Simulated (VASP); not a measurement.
Here is the system:

```yaml
crystal:
  lattice:
    - [2.65567, 0.00000, 0.00000]
    - [0.00000, 2.73818, 0.00000]
    - [0.00000, 0.00000, 3.63369]
  atoms:
    - { symbol: Fe, position: [0.00000, 0.00000, 0.00000], spin: 3.0 }
    - { symbol: Pt, position: [0.51488, 0.50000, 0.50000] }
```

All values below come from PBE GGA, VASP's PBE PAW potentials (set 64) (plane waves; VASP). Run with 400 eV cut-off, 12×12×9 Γ-centred mesh, second-order Methfessel-Paxton smearing of 0.10 eV, potentials Fe Pt.

Unless said otherwise, spin-orbit coupling is left out, though it shifts the bands of the heavy elements here.

Question: Predict the cell moment, energy per atom (σ→0), pressure, largest force, band gap (on the k-mesh) with the smallest direct gap where there is one.

Answer: 
- band gap (on the k-mesh) = none (metal, semimetal or under 0.01 eV)
- cell moment = 3.23 μB
- energy per atom (σ→0) = -7.359 eV/atom
- pressure = 13.80 GPa
- largest force = 0.208 eV/Å

Question: Give the moment on each site (PAW-sphere projection).

Answer: 
```csv
site,moment (μB)
Fe1,2.86
Pt2,0.34
```

Only differences to runs with the same potentials and settings are physical.

The compound is FePt in the L1_0 structure. The cell was not relaxed at this level, atoms are displaced from their ideal sites. The run is one of a series of settings (ISMEAR = 2 against the base run), some of them coarse on purpose.
